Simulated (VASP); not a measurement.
# BeZn2Te3 (Cmc2_1) in VASP: density of states with PBE

Aim: the density of states of BeZn2Te3 with PBE.

All numbers are computed with VASP 6.6.1; they aren't measurements. Logs are shortened: lines on timing, memory, paths and dates and some standing lists are left out, and cuts for length are marked.

## Step 1: Starting point

It takes space group Cmc2_1 (No. 36, orthorhombic). The conventional cell has a = 12.702 Å, b = 7.337 Å, c = 6.968 Å, α = 90.00°, β = 90.00°, γ = 90.00°. Around Be (site symmetry m) lie 4 Te at 2.46 to 2.49 Å. Zn (site symmetry 1) has 4 Te at 2.67 Å as nearest neighbours. Te (site symmetry m) has 2 Be at 2.46 to 2.49 Å and 2 Zn at 2.67 Å as nearest neighbours. Te (site symmetry 1) is surrounded by 1 Be at 2.46 Å and 3 Zn at 2.67 Å.

The cell was built by a generator and needn't be a form met in nature.

## Step 2: Density of states, PBE

Contents of POSCAR:

```
BeZn2Te3
1.0
    6.3511000000     -3.6682900000      0.0000000000
    6.3511000000      3.6682900000      0.0000000000
    0.0000000000      0.0000000000      6.9681700000
Be Zn Te
2 4 6
Direct
    0.1598100000      0.8401900000      0.4983070000
    0.8401900000      0.1598100000      0.9983070000
    0.5060990000      0.1672980000      0.5013770000
    0.8327020000      0.4939010000      0.5013770000
    0.1672980000      0.5060990000      0.0013770000
    0.4939010000      0.8327020000      0.0013770000
    0.8530340000      0.1469660000      0.3553240000
    0.1657760000      0.5205300000      0.3842990000
    0.4794700000      0.8342240000      0.3842990000
    0.1469660000      0.8530340000      0.8553240000
    0.5205300000      0.1657760000      0.8842990000
    0.8342240000      0.4794700000      0.8842990000
```

Contents of INCAR.step1:

```
PREC = Accurate
ENCUT = 520
EDIFF = 1E-7
ISMEAR = 0
SIGMA = 0.03
LREAL = F
LASPH = T
NELM = 80
ALGO = Normal
ISIF = 2
LWAVE = F
LCHARG = T
GGA = PE
NBANDS = 56
KPAR = 4
```

Contents of KPOINTS.step1:

```
Automatic mesh
0
Gamma
  4 4 4
```

Contents of INCAR.step2:

```
PREC = Accurate
ENCUT = 520
EDIFF = 1E-7
ISMEAR = -5
SIGMA = 0.03
LREAL = F
LASPH = T
NELM = 80
ALGO = Normal
ISIF = 2
LWAVE = F
LCHARG = F
GGA = PE
LORBIT = 10
NBANDS = 56
KPAR = 4
NEDOS = 2001
ICHARG = 11
```

Contents of KPOINTS.step2:

```
Automatic mesh
0
Gamma
  6 6 6
```

Potentials or basis: VASP PAW PBE potentials, release 64 (Be, Zn, Te).

Run with:

```
cat potpaw_PBE.64/Be/POTCAR potpaw_PBE.64/Zn/POTCAR potpaw_PBE.64/Te/POTCAR > POTCAR
cp INCAR.step1 INCAR
cp KPOINTS.step1 KPOINTS
mpirun -np 4 vasp_std > vasp.out
cp INCAR.step2 INCAR
cp KPOINTS.step2 KPOINTS
mpirun -np 4 vasp_std > vasp.out
```

OUTCAR:

```text
PREC = Accurate
   ENCUT = 520
   EDIFF = 1E-7
   ISMEAR = -5
   LREAL = F
   LASPH = T
   NELM = 80
   ISIF = 2
   GGA = PE
   LORBIT = 10
   ICHARG = 11

 ion  position               nearest neighbor table
   1  0.160  0.840  0.498-   8 2.46   9 2.46   7 2.46  10 2.49
   2  0.840  0.160  0.998-  11 2.46  12 2.46  10 2.46   7 2.49
   3  0.506  0.167  0.501-  11 2.67   8 2.67   9 2.67   7 2.67
   4  0.833  0.494  0.501-  12 2.67   9 2.67   8 2.67   7 2.67
   5  0.167  0.506  0.001-   8 2.67  11 2.67  12 2.67  10 2.67
   6  0.494  0.833  0.001-   9 2.67  12 2.67  11 2.67  10 2.67
   7  0.853  0.147  0.355-   1 2.46   2 2.49   3 2.67   4 2.67
   8  0.166  0.521  0.384-   1 2.46   5 2.67   3 2.67   4 2.67
   9  0.479  0.834  0.384-   1 2.46   6 2.67   4 2.67   3 2.67
  10  0.147  0.853  0.855-   2 2.46   1 2.49   5 2.67   6 2.67
  11  0.521  0.166  0.884-   2 2.46   3 2.67   5 2.67   6 2.67
  12  0.834  0.479  0.884-   2 2.46   4 2.67   6 2.67   5 2.67

  LATTYP: Found a base centered orthorhombic cell.
 ALAT       =     7.3365800000
 B/A-ratio  =     1.7313516652
 C/A-ratio  =     0.9497845045

  Lattice vectors:

 A1 = (  -6.3511000000,  -3.6682900000,   0.0000000000)
 A2 = (   6.3511000000,  -3.6682900000,   0.0000000000)
 A3 = (   0.0000000000,   0.0000000000,   6.9681700000)

Analysis of symmetry for initial positions (statically):
=====================================================================
 Subroutine PRICEL returns:
 Original cell was already a primitive cell.

 Routine SETGRP: Setting up the symmetry group for a
 base centered orthorhombic supercell.

 Subroutine GETGRP returns: Found  4 space group operations
 (whereof  2 operations were pure point group operations)
 out of a pool of  8 trial point group operations.

The static configuration has the point symmetry C_1h.
 The point group associated with its full space group is C_2v.

Analysis of symmetry for dynamics (positions and initial velocities):
=====================================================================
 Subroutine PRICEL returns:
 Original cell was already a primitive cell.

 Routine SETGRP: Setting up the symmetry group for a
 base centered orthorhombic supercell.

 Subroutine GETGRP returns: Found  4 space group operations
 (whereof  2 operations were pure point group operations)
 out of a pool of  8 trial point group operations.

The dynamic configuration has the point symmetry C_1h.
 The point group associated with its full space group is C_2v.

 Subroutine INISYM returns: Found  4 space group operations
 (whereof  2 operations are pure point group operations),
 and found     1 'primitive' translations

----------------------------------------------------------------------------------------

                                     Primitive cell

  volume of cell :     324.6843

  direct lattice vectors                    reciprocal lattice vectors
     6.351100000 -3.668290000  0.000000000     0.078726520 -0.136303291  0.000000000
     6.351100000  3.668290000  0.000000000     0.078726520  0.136303291  0.000000000
     0.000000000  0.000000000  6.968170000     0.000000000  0.000000000  0.143509702

  length of vectors
     7.334359054  7.334359054  6.968170000     0.157405375  0.157405375  0.143509702

  position of ions in fractional coordinates (direct lattice)
     0.159810000  0.840190000  0.498307000
     0.840190000  0.159810000  0.998307000
     0.506099000  0.167298000  0.501377000
     0.832702000  0.493901000  0.501377000
     0.167298000  0.506099000  0.001377000
     0.493901000  0.832702000  0.001377000
     0.853034000  0.146966000  0.355324000
     0.165776000  0.520530000  0.384299000
     0.479470000  0.834224000  0.384299000
     0.146966000  0.853034000  0.855324000
     0.520530000  0.165776000  0.884299000
     0.834224000  0.479470000  0.884299000

  ion indices of the primitive-cell ions
   primitive index   ion index
                 1           1
                 2           2
                 3           3
                 4           4
                 5           5
                 6           6
                 7           7
                 8           8
[... 34 lines left out ...]
            Coordinates               Weight
  0.000000  0.000000  0.000000      1.000000
  0.166667  0.000000  0.000000      4.000000
  0.333333  0.000000  0.000000      4.000000
  0.500000  0.000000  0.000000      2.000000
  0.166667  0.166667  0.000000      2.000000
  0.333333  0.166667  0.000000      4.000000
[... 16 lines left out ...]
  0.333333  0.333333  0.166667      4.000000
  0.500000  0.333333  0.166667      8.000000
 [... further k-points ...]
   k-points           NKPTS =     52   k-points in BZ     NKDIM =     52   number of bands    NBANDS=     56
   number of dos      NEDOS =   2001   number of ions     NIONS =     12
   total plane-waves  NPLWV = 169344
   dimension x,y,z NGX =    56 NGY =   56 NGZ =   54
   dimension x,y,z NGXF=   112 NGYF=  112 NGZF=  108
   ions per type =               2   4   6
   NGX,Y,Z   is equivalent  to a cutoff of  12.69, 12.69, 12.88 a.u.
   NGXF,Y,Z  is equivalent  to a cutoff of  25.39, 25.39, 25.77 a.u.
 SYSTEM =  unknown system
   PREC   = accura    normal or accurate (medium, high low for compatibility)
   ISTART =      0    job   : 0-new  1-cont  2-samecut
   ICHARG =     11    charge: 1-file 2-atom 10-const
   ISPIN  =      1    spin polarized calculation?
   LNONCOLLINEAR =      F non collinear calculations
   LSORBIT =      F    spin-orbit coupling
   LASPH  =      T    aspherical Exc in radial PAW
   ENCUT  =  520.0 eV  38.22 Ry    6.18 a.u.  13.64 13.64 12.96*2*pi/ulx,y,z
   NELM   =     80;   NELMIN=  2; NELMDL=  0     # of ELM steps
   EDIFF  = 0.1E-06   stopping-criterion for ELM
   LREAL  =      F    real-space projection
   EDIFFG = 0.1E-05   stopping-criterion for IOM
   NSW    =      0    number of steps for IOM
   IBRION =     -1    ionic relax: 0-MD 1-quasi-New 2-CG
   NFREE  =      0    steps in history (QN), initial steepest desc. (CG)
   ISIF   =      2    stress and relaxation
   ISYM   =      2    0-nonsym 1-usesym 2-fastsym
   POTIM  = 0.5000    time-step for ionic-motion
   TEBEG  =    0.0;   TEEND  =   0.0 temperature during run
   PSTRESS=    0.0 pullay stress
   NELECT =      88.0000    total number of electrons
   NUPDOWN=      -1.0000    fix difference up-down
   EMIN   =  10.00;   EMAX   =-10.00  energy-range for DOS
   EFERMI =   0.00;   METHOD = LEGACY
   ISMEAR =    -5;   SIGMA  =   0.03  broadening in eV -4-tet -1-fermi 0-gaus
   EFERMI_NEDOS =   21; number of points for ismear=-14 and -15
   IALGO  =     38    algorithm
   IMIX   =      4    mixing-type and parameters
     AMIX     =   0.40;   BMIX     =  1.00
     AMIX_MAG =   1.60;   BMIX_MAG =  1.00
  volume/ion in A,a.u.               =      27.06       182.59
  Fermi-wavevector in a.u.,A,eV,Ry     =   1.059454  2.002077 15.271750  1.122442
  Thomas-Fermi vector in A             =   2.194800
   LORBIT       =     10    0 simple, 1 ext, 2 COOP (PROOUT), +10 PAW based schemes
   GGA     = PE    functional components
   LHFCALC =     F    Hartree Fock is set to
   AEXX    =    0.0000 exact exchange contribution
   IVDW    =     0    specifies the selected vdW correction
   LEPSILON=     F    determine dielectric tensor
   LRPA    =     F    only Hartree local field effects (RPA)
 non-spin polarized calculation
 Fermi weights with tetrahedron method with Bloechl corrections
  energy-cutoff  :      520.00
  volume of cell :      324.68
 maximum number of plane-waves:      8810
 NGX is ok and might be reduce to    56

 number of electron      88.0000001 magnetization

 Free energy of the ion-electron system (eV)
  ---------------------------------------------------
  ext. energy  EPLUGINS =         0.00000000
  ---------------------------------------------------
  free energy    TOTEN  =       -35.86436987 eV

  energy without entropy =      -35.86436987  energy(sigma->0) =      -35.86436987

 E-fermi :   3.5307     XC(G=0):  -8.8780

 val. band max:        3.5236436689   @ k =   0.0000   0.0000   0.0000
 cond. band min:       5.2660352891   @ k =   0.0000   0.0000   0.0000
 fundamental gap:      1.7423916202
 Fermi energy:         3.5306803501

 k-point     1 :       0.0000    0.0000    0.0000
  band No.  band energies     occupation
      1      -8.2859      2.00000
      2      -7.3487      2.00000
      3      -7.0587      2.00000
      4      -7.0582      2.00000
      5      -7.0567      2.00000
      6      -7.0502      2.00000
[... 1405 lines left out ...]
     55       8.2848      0.00000
     56       8.4381      0.00000

 [... further k-points ...]

------------------------ aborting loop because EDIFF is reached ----------------------------------------

  FORCE on cell =-STRESS in cart. coord.  units (eV):
  Direction    XX          YY          ZZ          XY          YZ          ZX
  --------------------------------------------------------------------------------------
  -------------------------------------------------------------------------------------
  Total        0.0590757      0.0764383      0.0937232      0.0000000      0.0000000      0.0000000
  in kB        0.2915131      0.3771901      0.4624837      0.0000000      0.0000000      0.0000000
  external PRESSURE =       0.3770623 kB  Pullay stress =       0.0000000 kB

 VOLUME and BASIS-vectors are now :
 -----------------------------------------------------------------------------
  energy-cutoff  :      520.00
  volume of cell :      324.68
      direct lattice vectors                 reciprocal lattice vectors
     6.351100000 -3.668290000  0.000000000     0.078726520 -0.136303291  0.000000000
     6.351100000  3.668290000  0.000000000     0.078726520  0.136303291  0.000000000
     0.000000000  0.000000000  6.968170000     0.000000000  0.000000000  0.143509702

 POSITION                                       TOTAL-FORCE (eV/Angst)
 -----------------------------------------------------------------------------------
      6.35110      2.49583      3.47229        -0.000000      0.005740      0.000906
      6.35110     -2.49583      6.95637        -0.000000     -0.005740      0.000906
      4.27681     -1.24282      3.49368         0.003204      0.001504     -0.003987
      8.42539     -1.24282      3.49368        -0.003204      0.001504     -0.003987
      4.27681      1.24282      0.00960         0.003204     -0.001504     -0.003987
      8.42539      1.24282      0.00960        -0.003204     -0.001504     -0.003987
      6.35110     -2.59006      2.47596        -0.000000      0.000668      0.002617
      4.35880      1.30134      2.67786        -0.001545     -0.002539      0.002226
      8.34340      1.30134      2.67786         0.001545     -0.002539      0.002226
      6.35110      2.59006      5.96004        -0.000000     -0.000668      0.002617
      4.35880     -1.30134      6.16195        -0.001545      0.002539      0.002226
      8.34340     -1.30134      6.16195         0.001545      0.002539      0.002226
 -----------------------------------------------------------------------------------
    total drift:                               -0.000000      0.000000      0.004651

  FREE ENERGIE OF THE ION-ELECTRON SYSTEM (eV)
  ---------------------------------------------------
  free  energy   TOTEN  =       -35.8643698734 eV

  energy  without entropy=      -35.8643698734  energy(sigma->0) =      -35.86436987

 total charge

# of ion       s       p       d       tot
------------------------------------------
    1        0.366   0.536   0.000   0.902
    2        0.366   0.536   0.000   0.902
    3        0.549   0.408   9.758  10.715
    4        0.549   0.408   9.758  10.715
    5        0.549   0.408   9.758  10.715
    6        0.549   0.408   9.758  10.715
    7        1.340   2.086   0.027   3.453
    8        1.343   2.077   0.027   3.447
    9        1.343   2.077   0.027   3.447
   10        1.340   2.086   0.027   3.453
   11        1.343   2.077   0.027   3.447
   12        1.343   2.077   0.027   3.447
--------------------------------------------------
tot         10.980  15.183  39.197  65.360
```

It took 3.3 min on 4 MPI ranks of Intel Xeon Platinum 8559C (Emerald Rapids), shared host; peak memory 0.89 GiB.

What came out:

```
Valence electrons inside the program's atomic spheres : Be 0.90; Zn 10.71; Te 3.45
```

States per cell in windows of 1 eV (zero at the valence-band top; states under -8 eV left out):
```tsv
from (eV)	total	Zn3_d	Zn4_d	Zn5_d	Zn6_d	Te7_p	Te10_p
-8.0	0.00	0.00	0.00	0.00	0.00	0.00	0.00
-7.0	40.07	9.44	9.44	9.44	9.44	0.06	0.06
-6.0	0.18	0.00	0.00	0.00	0.00	0.01	0.01
-5.0	8.17	0.06	0.06	0.06	0.06	0.31	0.31
-4.0	4.83	0.04	0.04	0.04	0.04	0.29	0.29
-3.0	7.84	0.05	0.05	0.05	0.05	0.47	0.47
-2.0	10.94	0.08	0.08	0.08	0.08	0.68	0.68
-1.0	3.95	0.04	0.04	0.04	0.04	0.27	0.27
0.0	0.00	0.00	0.00	0.00	0.00	0.00	0.00
1.0	0.02	0.00	0.00	0.00	0.00	0.00	0.00
2.0	6.21	0.02	0.02	0.02	0.02	0.10	0.10
3.0	7.10	0.03	0.03	0.03	0.03	0.11	0.11
4.0	9.68	0.04	0.04	0.04	0.04	0.15	0.15
5.0	0.88	0.00	0.00	0.00	0.00	0.02	0.02
```

Spin-orbit coupling is left out, which matters for the levels of Te.
